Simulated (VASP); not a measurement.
# Al15NiN16 (a cell with a defect) in VASP: a series of runs

Runs on Al15NiN16 (a cell with a defect). Level: PBEsol+U. Tasks: single point, relaxation of the atoms.

Everything below comes from runs of VASP 6.6.1. Logs are shortened: lines on timing, memory, paths and dates and some standing lists are left out, and cuts for length are marked.

## 1. The structure

The cell holds a defect, 32 atoms: a = 6.220 Å, b = 6.220 Å, c = 9.960 Å, α = 90.00°, β = 90.00°, γ = 120.00°.

## 2. Single point, PBEsol+U, collinear spin, ferromagnetic start

INCAR reads:

```
PREC     = Accurate       # precision mode
ENCUT    = 450            # plane-wave cutoff, eV
EDIFF    = 1E-5           # SCF threshold, eV
ISMEAR   = 0              # smearing method
SIGMA    = 0.03           # smearing width, eV
LREAL    = Auto         
LASPH    = True           # aspherical terms in the spheres
NELM     = 120            # most SCF steps
ALGO     = Normal         # electronic algorithm
ISIF     = 2              # what is computed and relaxed
LWAVE    = False          # write WAVECAR
LCHARG   = False          # write CHGCAR
ISPIN    = 2              # spin polarisation
MAGMOM   = 3 0 0 0 0 0 0 0 0 0 0 0 0 0 0 0 0 0 0 0 0 0 0 0 0 0 0 0 0 0 0 0 # initial moments
LORBIT   = 11             # projections on sites
LMAXMIX  = 4              # l up to which the mixer works
LDAU     = True           # DFT+U
LDAUTYPE = 2            
LDAUL    = 2 -1 -1        # shell
LDAUU    = 5 0 0          # U, eV
LDAUJ    = 0 0 0        
LDAUPRINT= 1            
GGA      = PS             # functional
KPAR     = 4
```

KPOINTS reads:

```
Automatic mesh
0
Gamma
  3 3 2
```

POSCAR reads:

```
Al15NiN16
1.0
    6.2200008610      0.0000000000      0.0000000000
   -3.1100004305      5.3866787572      0.0000000000
    0.0000000000      0.0000000000      9.9600000000
Ni Al N
1 15 16
Direct
    0.3333333333      0.1666666667      0.0000000000
    0.3333333333      0.1666666667      0.5000000000
    0.3333333333      0.6666666667      0.0000000000
    0.3333333333      0.6666666667      0.5000000000
    0.8333333333      0.1666666667      0.0000000000
    0.8333333333      0.1666666667      0.5000000000
    0.8333333333      0.6666666667      0.0000000000
    0.8333333333      0.6666666667      0.5000000000
    0.1666666667      0.3333333333      0.2500000000
    0.1666666667      0.3333333333      0.7500000000
    0.1666666667      0.8333333333      0.2500000000
    0.1666666667      0.8333333333      0.7500000000
    0.6666666667      0.3333333333      0.2500000000
    0.6666666667      0.3333333333      0.7500000000
    0.6666666667      0.8333333333      0.2500000000
    0.6666666667      0.8333333333      0.7500000000
    0.3333333333      0.1666666667      0.1910000000
    0.3333333333      0.1666666667      0.6910000000
    0.3333333333      0.6666666667      0.1910000000
    0.3333333333      0.6666666667      0.6910000000
    0.8333333333      0.1666666667      0.1910000000
    0.8333333333      0.1666666667      0.6910000000
    0.8333333333      0.6666666667      0.1910000000
    0.8333333333      0.6666666667      0.6910000000
    0.1666666667      0.3333333333      0.4410000000
    0.1666666667      0.3333333333      0.9410000000
    0.1666666667      0.8333333333      0.4410000000
    0.1666666667      0.8333333333      0.9410000000
    0.6666666667      0.3333333333      0.4410000000
    0.6666666667      0.3333333333      0.9410000000
    0.6666666667      0.8333333333      0.4410000000
    0.6666666667      0.8333333333      0.9410000000
```

Potentials or basis: VASP PAW PBE potentials, release 64 (Ni, Al, N).

The run is started by

```
$ cat potpaw_PBE.64/Ni/POTCAR potpaw_PBE.64/Al/POTCAR potpaw_PBE.64/N/POTCAR > POTCAR
$ mpirun -np 8 vasp_std > vasp.out
```

OUTCAR:

```text
PREC = Accurate
   ENCUT = 450
   EDIFF = 1E-5
   ISMEAR = 0
   LREAL = Auto
   LASPH = True
   NELM = 120
   ISIF = 2
   ISPIN = 2
   LORBIT = 11
   GGA = PS

 ion  position               nearest neighbor table
   1  0.333  0.167  0.000-  26 1.89  30 1.89  28 1.89  17 1.90   9 3.07  10 3.07  13 3.07  14 3.07
                            11 3.07  12 3.07   5 3.11   5 3.11   7 3.11   3 3.11   3 3.11   7 3.11
   2  0.333  0.167  0.500-  25 1.89  29 1.89  27 1.89  18 1.90   9 3.07  10 3.07  13 3.07  14 3.07
                            11 3.07  12 3.07   6 3.11   6 3.11   8 3.11   4 3.11   4 3.11   8 3.11
   3  0.333  0.667  0.000-  28 1.89  32 1.89  26 1.89  19 1.90  11 3.07  12 3.07  15 3.07  16 3.07
                             9 3.07  10 3.07   7 3.11   7 3.11   1 3.11   1 3.11   5 3.11   5 3.11
   4  0.333  0.667  0.500-  27 1.89  31 1.89  25 1.89  20 1.90  11 3.07  12 3.07  15 3.07  16 3.07
                             9 3.07  10 3.07   8 3.11   8 3.11   2 3.11   2 3.11   6 3.11   6 3.11
   5  0.833  0.167  0.000-  30 1.89  26 1.89  32 1.89  21 1.90  13 3.07  14 3.07   9 3.07  10 3.07
                            15 3.07  16 3.07   1 3.11   1 3.11   7 3.11   7 3.11   3 3.11   3 3.11
   6  0.833  0.167  0.500-  29 1.89  25 1.89  31 1.89  22 1.90  13 3.07  14 3.07   9 3.07  10 3.07
                            15 3.07  16 3.07   2 3.11   2 3.11   8 3.11   8 3.11   4 3.11   4 3.11
   7  0.833  0.667  0.000-  32 1.89  28 1.89  30 1.89  23 1.90  15 3.07  16 3.07  11 3.07  12 3.07
                            13 3.07  14 3.07   3 3.11   3 3.11   5 3.11   5 3.11   1 3.11   1 3.11
   8  0.833  0.667  0.500-  31 1.89  27 1.89  29 1.89  24 1.90  15 3.07  16 3.07  11 3.07  12 3.07
                            13 3.07  14 3.07   4 3.11   4 3.11   6 3.11   6 3.11   2 3.11   2 3.11
   9  0.167  0.333  0.250-  17 1.89  21 1.89  19 1.89  25 1.90   1 3.07   2 3.07   5 3.07   6 3.07
[... 17 lines left out ...]
  19  0.333  0.667  0.191-  11 1.89  15 1.89   9 1.89   3 1.90
  20  0.333  0.667  0.691-  12 1.89  16 1.89  10 1.89   4 1.90
  21  0.833  0.167  0.191-  13 1.89   9 1.89  15 1.89   5 1.90
  22  0.833  0.167  0.691-  14 1.89  10 1.89  16 1.89   6 1.90
[... 8 lines left out ...]
  31  0.667  0.833  0.441-   8 1.89   4 1.89   6 1.89  15 1.90
  32  0.667  0.833  0.941-   7 1.89   3 1.89   5 1.89  16 1.90

  LATTYP: Found a hexagonal cell.
 ALAT       =     6.2200008610
 C/A-ratio  =     1.6012859520

  Lattice vectors:

 A1 = (   6.2200008610,   0.0000000000,   0.0000000000)
 A2 = (  -3.1100004305,   5.3866787572,   0.0000000000)
 A3 = (   0.0000000000,   0.0000000000,   9.9600000000)

Analysis of symmetry for initial positions (statically):
=====================================================================
 Subroutine PRICEL returns:
 Original cell was already a primitive cell.

 Routine SETGRP: Setting up the symmetry group for a
 hexagonal supercell.

 Subroutine GETGRP returns: Found  6 space group operations
 (whereof  2 operations were pure point group operations)
 out of a pool of 24 trial point group operations.

The static configuration has the point symmetry C_1h.
 The point group associated with its full space group is C_3v.

Analysis of symmetry for dynamics (positions and initial velocities):
=====================================================================
 Subroutine PRICEL returns:
 Original cell was already a primitive cell.

 Routine SETGRP: Setting up the symmetry group for a
 hexagonal supercell.

 Subroutine GETGRP returns: Found  6 space group operations
 (whereof  2 operations were pure point group operations)
 out of a pool of 24 trial point group operations.

The dynamic configuration has the point symmetry C_1h.
 The point group associated with its full space group is C_3v.

Analysis of structural, dynamic, and magnetic symmetry:
=====================================================================
 Subroutine PRICEL returns:
 Original cell was already a primitive cell.

 Routine SETGRP: Setting up the symmetry group for a
 hexagonal supercell.

 Subroutine GETGRP returns: Found  6 space group operations
 (whereof  2 operations were pure point group operations)
 out of a pool of 24 trial point group operations.

The overall configuration has the point symmetry C_1h.
[... 180 lines left out ...]
 maximum number of plane-waves:      7283
 NGX is ok and might be reduce to    48
   NGX = 21   NGY = 21   NGZ = 35

atom =   1  type =  1  l = 2

 onsite density matrix

spin component  1

  1.0088  0.0000 -0.0000 -0.0138  0.0000
  0.0000  0.9948 -0.0000  0.0000 -0.0138
 -0.0000 -0.0000  1.0207 -0.0000  0.0000
 -0.0138  0.0000 -0.0000  0.9948 -0.0000
  0.0000 -0.0138  0.0000 -0.0000  1.0088

spin component  2

  0.5929 -0.0000  0.0000  0.2563 -0.0000
 -0.0000  0.8148  0.0000 -0.0000  0.2563
  0.0000  0.0000  0.4509  0.0000  0.0000
  0.2563 -0.0000  0.0000  0.8148 -0.0000
 -0.0000  0.2563  0.0000 -0.0000  0.5929

 occupancies and eigenvectors

  o =  0.4246  v =  0.0000  0.0000  0.0000  0.0000  0.0000 -0.8358  0.0000  0.0000  0.5490 -0.0000      0.0000  0.0000  0.0000  0.0000  0.0000  0.0000  0.0000  0.0000  0.0000  0.0000
  o =  0.4246  v =  0.0000  0.0000  0.0000  0.0000  0.0000  0.0000 -0.5490 -0.0000  0.0000  0.8358      0.0000  0.0000  0.0000  0.0000  0.0000  0.0000  0.0000  0.0000  0.0000  0.0000
  o =  0.4509  v =  0.0000  0.0000  0.0000  0.0000  0.0000  0.0000  0.0000 -1.0000 -0.0000 -0.0000      0.0000  0.0000  0.0000  0.0000  0.0000  0.0000  0.0000  0.0000  0.0000  0.0000
  o =  0.9832  v =  0.0000  0.0000  0.0000  0.0000  0.0000  0.5490  0.0000  0.0000  0.8358 -0.0000      0.0000  0.0000  0.0000  0.0000  0.0000  0.0000  0.0000  0.0000  0.0000  0.0000
  o =  0.9832  v =  0.0000  0.0000  0.0000  0.0000  0.0000  0.0000 -0.8358 -0.0000 -0.0000 -0.5490      0.0000  0.0000  0.0000  0.0000  0.0000  0.0000  0.0000  0.0000  0.0000  0.0000
  o =  0.9864  v = -0.5231  0.0000 -0.0000 -0.8523  0.0000  0.0000  0.0000  0.0000  0.0000  0.0000      0.0000  0.0000  0.0000  0.0000  0.0000  0.0000  0.0000  0.0000  0.0000  0.0000
  o =  0.9864  v =  0.0000 -0.8523  0.0000 -0.0000 -0.5231  0.0000  0.0000  0.0000  0.0000  0.0000      0.0000  0.0000  0.0000  0.0000  0.0000  0.0000  0.0000  0.0000  0.0000  0.0000
  o =  1.0173  v = -0.8523 -0.0000  0.0000  0.5231 -0.0000  0.0000  0.0000  0.0000  0.0000  0.0000      0.0000  0.0000  0.0000  0.0000  0.0000  0.0000  0.0000  0.0000  0.0000  0.0000
  o =  1.0173  v =  0.0000 -0.5231 -0.0000  0.0000  0.8523  0.0000  0.0000  0.0000  0.0000  0.0000      0.0000  0.0000  0.0000  0.0000  0.0000  0.0000  0.0000  0.0000  0.0000  0.0000
  o =  1.0207  v =  0.0000  0.0000 -1.0000  0.0000 -0.0000  0.0000  0.0000  0.0000  0.0000  0.0000      0.0000  0.0000  0.0000  0.0000  0.0000  0.0000  0.0000  0.0000  0.0000  0.0000

 number of electron     134.9999984 magnetization       2.9991790

 Free energy of the ion-electron system (eV)
  ---------------------------------------------------
  ext. energy  EPLUGINS =         0.00000000
  ---------------------------------------------------
  free energy    TOTEN  =      -245.06262131 eV

  energy without entropy =     -245.06262131  energy(sigma->0) =     -245.06262131

 E-fermi :   6.5086     XC(G=0): -11.1680

 val. band max:        6.3767639645   @ k =   0.0000   0.0000   0.0000
 cond. band min:       7.5094292662   @ k =   0.3333   0.3333   0.0000
 fundamental gap:      1.1326653017
 Fermi energy:         6.5086165368

 spin component 1

 k-point     1 :       0.0000    0.0000    0.0000
  band No.  band energies     occupation
      1      -9.1617      1.00000
      2      -8.3040      1.00000
      3      -8.2479      1.00000
      4      -7.2584      1.00000
      5      -7.2584      1.00000
      6      -7.1781      1.00000
[... 481 lines left out ...]
     78      13.1463      0.00000
     79      13.1539      0.00000
 Fermi energy:         6.5086165368

 spin component 2

 k-point     1 :       0.0000    0.0000    0.0000
  band No.  band energies     occupation
      1      -9.1017      1.00000
      2      -8.2263      1.00000
      3      -8.1624      1.00000
      4      -7.1359      1.00000
      5      -7.1359      1.00000
      6      -7.0878      1.00000
[... 481 lines left out ...]
     78      13.1791      0.00000
     79      13.1837      0.00000
 [bands above 79 left out]

------------------------ aborting loop because EDIFF is reached ----------------------------------------

  FORCE on cell =-STRESS in cart. coord.  units (eV):
  Direction    XX          YY          ZZ          XY          YZ          ZX
  --------------------------------------------------------------------------------------
  -------------------------------------------------------------------------------------
  Total        0.0773812      0.0773812     -0.6316448     -0.0000000      0.0000000     -0.0000000
  in kB        0.3715140      0.3715140     -3.0325825     -0.0000000      0.0000000     -0.0000000
  external PRESSURE =      -0.7631848 kB  Pullay stress =       0.0000000 kB

 VOLUME and BASIS-vectors are now :
 -----------------------------------------------------------------------------
  energy-cutoff  :      450.00
  volume of cell :      333.71
      direct lattice vectors                 reciprocal lattice vectors
     6.220000861  0.000000000  0.000000000     0.160771682  0.092821574  0.000000000
    -3.110000430  5.386678757  0.000000000     0.000000000  0.185643148  0.000000000
     0.000000000  0.000000000  9.960000000     0.000000000  0.000000000  0.100401606

 POSITION                                       TOTAL-FORCE (eV/Angst)
 -----------------------------------------------------------------------------------
      1.55500      0.89778      0.00000        -0.000000     -0.000000      0.086016
      1.55500      0.89778      4.98000        -0.000000     -0.000000      0.060288
     -0.00000      3.59112      0.00000         0.221294      0.127764      0.192398
     -0.00000      3.59112      4.98000         0.013629      0.007869     -0.028862
      4.66500      0.89778      0.00000         0.000000     -0.255528      0.192398
      4.66500      0.89778      4.98000        -0.000000     -0.015738     -0.028862
[... 24 lines left out ...]
      1.55500      4.48890      4.39236        -0.000000     -0.000000      0.055098
      1.55500      4.48890      9.37236        -0.000000     -0.000000     -0.061289
 -----------------------------------------------------------------------------------
    total drift:                               -0.000004      0.000004      0.028524

  FREE ENERGIE OF THE ION-ELECTRON SYSTEM (eV)
  ---------------------------------------------------
  free  energy   TOTEN  =      -245.0626213061 eV

  energy  without entropy=     -245.0626213061  energy(sigma->0) =     -245.06262131

 total charge

# of ion       s       p       d       tot
------------------------------------------
    1        0.524   0.680   8.259   9.463
    2        0.369   0.444   0.000   0.813
    3        0.370   0.443   0.000   0.813
    4        0.369   0.443   0.000   0.812
    5        0.370   0.443   0.000   0.813
    6        0.369   0.443   0.000   0.812
[... 24 lines left out ...]
   31        1.223   2.614   0.000   3.837
   32        1.223   2.615   0.000   3.837
--------------------------------------------------
tot         25.666  48.946   8.259  82.871

 magnetization (x)

# of ion       s       p       d       tot
------------------------------------------
    1        0.003   0.110   1.760   1.873
    2        0.000   0.000   0.000   0.000
    3        0.002   0.003   0.000   0.005
    4        0.000   0.001   0.000   0.001
    5        0.002   0.003   0.000   0.005
    6        0.000   0.001   0.000   0.001
[... 24 lines left out ...]
   31        0.000   0.003   0.000   0.003
   32       -0.000  -0.001   0.000  -0.001
--------------------------------------------------
tot          0.058   0.790   1.760   2.608
```

It took 89 s on 8 MPI ranks of AMD EPYC 9R45 (Zen 5), shared host; peak memory 0.42 GiB.

What came out:

| Item | Value |
| --- | --- |
| Free energy | -245.0626 eV |
| Largest force | 0.465 eV/Å |
| Band gap on the k mesh | 1.13 eV, indirect (least direct gap 1.33 eV) |
| Net moment | 3.00 μB per cell |
| Site moments | Ni +1.87; Al +0.00, +0.01; N +0.16, +0.00, -0.00, +0.01, +0.17 μB |
| Valence electrons inside the program's atomic spheres | Ni 9.46; Al 0.81; N 3.79, 3.84 |

Forces in eV/Å, atoms in the order of the input:
```
Ni   0.000  0.000  0.086
Al   0.000  0.000  0.060
Al   0.221  0.128  0.192
Al   0.014  0.008 -0.029
Al   0.000 -0.256  0.192
Al   0.000 -0.016 -0.029
Al  -0.221  0.128  0.192
Al  -0.014  0.008 -0.029
Al  -0.084  0.048 -0.169
Al   0.163 -0.094  0.011
Al   0.000 -0.097 -0.169
Al   0.000  0.188  0.011
Al   0.084  0.048 -0.169
Al  -0.163 -0.094  0.011
Al   0.000  0.000 -0.071
Al   0.000  0.000  0.096
N    0.000  0.000  0.411
N    0.000  0.000 -0.132
N   -0.012 -0.007  0.042
N   -0.014 -0.008 -0.006
N    0.000  0.014  0.042
N    0.000  0.016 -0.006
N    0.012 -0.007  0.042
N    0.014 -0.008 -0.006
N    0.018 -0.010  0.004
N   -0.366  0.211 -0.193
N    0.000  0.021  0.004
N    0.000 -0.422 -0.193
N   -0.018 -0.010  0.004
N    0.366  0.211 -0.193
N    0.000  0.000  0.055
N    0.000  0.000 -0.061
```

Eigenvalues of the final occupation matrices:
```
    site  spin  trace               eigenvalues
site 1 d     1   5.03  0.99 0.99 1.02 1.02 1.02
site 1 d     2   3.27  0.42 0.42 0.45 0.98 0.98
```

Caveat: the cutoff is under 1.25 times the usual one of these potentials, so pressure, stress and relaxed cells hold a basis-set (Pulay) error; the PAW data sets were made with another functional, which shifts forces and pressure a little. The state reached can hang on the start; a lower one may exist.

## 3. Single point, PBEsol+U, collinear spin, ferromagnetic start

Edit INCAR of step 2 so:

```diff
@@ -13,3 +13,3 @@
 ISPIN    = 2              # spin polarisation
-MAGMOM   = 3 0 0 0 0 0 0 0 0 0 0 0 0 0 0 0 0 0 0 0 0 0 0 0 0 0 0 0 0 0 0 0 # initial moments
+MAGMOM   = 1 0 0 0 0 0 0 0 0 0 0 0 0 0 0 0 0 0 0 0 0 0 0 0 0 0 0 0 0 0 0 0 # initial moments
 LORBIT   = 11             # projections on sites
```

KPOINTS is that of step 2.

POSCAR is that of step 2.

Potentials or basis: VASP PAW PBE potentials, release 64 (Ni, Al, N).

The run is started by

```
$ cat potpaw_PBE.64/Ni/POTCAR potpaw_PBE.64/Al/POTCAR potpaw_PBE.64/N/POTCAR > POTCAR
$ mpirun -np 8 vasp_std > vasp.out
```

It took 77 s on 8 MPI ranks of AMD EPYC 9R45 (Zen 5), shared host; peak memory 0.41 GiB.

The run converged. Its results:

| Quantity | Value |
| --- | --- |
| Free energy | -245.0626 eV |
| Largest force | 0.462 eV/Å |
| Band gap on the k mesh | 1.13 eV, indirect (least direct gap 1.33 eV) |
| Net moment | 3.00 μB per cell |
| Site moments | Ni +1.87; Al +0.00, +0.01; N +0.16, +0.00, -0.00, +0.01, +0.17 μB |
| Valence electrons inside the program's atomic spheres | Ni 9.46; Al 0.81; N 3.79, 3.84 |

Forces on the atoms (eV/Å):
```
Ni   0.000  0.000  0.085
Al   0.000  0.000  0.060
Al   0.222  0.128  0.193
Al   0.014  0.008 -0.029
Al   0.000 -0.256  0.193
Al   0.000 -0.016 -0.029
Al  -0.222  0.128  0.193
Al  -0.014  0.008 -0.029
Al  -0.084  0.049 -0.169
Al   0.163 -0.094  0.010
Al   0.000 -0.097 -0.169
Al   0.000  0.188  0.010
Al   0.084  0.049 -0.169
Al  -0.163 -0.094  0.010
Al   0.000  0.000 -0.071
Al   0.000  0.000  0.095
N    0.000  0.000  0.410
N    0.000  0.000 -0.131
N   -0.012 -0.007  0.042
N   -0.013 -0.008 -0.006
N    0.000  0.014  0.042
N    0.000  0.015 -0.006
N    0.012 -0.007  0.042
N    0.013 -0.008 -0.006
N    0.018 -0.010  0.004
N   -0.364  0.210 -0.193
N    0.000  0.020  0.004
N    0.000 -0.420 -0.193
N   -0.018 -0.010  0.004
N    0.364  0.210 -0.193
N    0.000  0.000  0.055
N    0.000  0.000 -0.061
```

Levels at points of the mesh, in eV from the valence-band top:
Spin up:
```
           k point  band 66  band 67  band 68  band 69  band 70  band 71  band 72  band 73
(0.00, 0.00, 0.00)    -0.71    -0.10     0.00     0.00     3.81     4.86     4.86     4.87
(0.00, 0.00, 0.50)    -0.68    -0.68    -0.01    -0.01     4.59     4.59     4.61     4.73
```
Spin down:
| k point | band 62 | band 63 | band 64 | band 65 | band 66 | band 67 | band 68 | band 69 | band 70 | band 71 |
| --- | --- | --- | --- | --- | --- | --- | --- | --- | --- | --- |
| (0.00, 0.00, 0.00) | -0.70 | -0.70 | -0.65 | -0.65 | -0.59 | 1.47 | 1.85 | 1.85 | 3.86 | 4.87 |
| (0.00, 0.00, 0.50) | -0.87 | -0.82 | -0.82 | -0.60 | -0.60 | 1.32 | 1.82 | 1.82 | 4.61 | 4.61 |

Eigenvalues of the final occupation matrices:
```csv
site,spin,trace,eigenvalues
site 1 d,1,5.03,0.99 0.99 1.02 1.02 1.02
site 1 d,2,3.27,0.42 0.42 0.45 0.98 0.98
```

Caveat: the cutoff is under 1.25 times the usual one of these potentials, so pressure, stress and relaxed cells hold a basis-set (Pulay) error; the PAW data sets were made with another functional, which shifts forces and pressure a little.

(Part 1 of 4 ends here.)
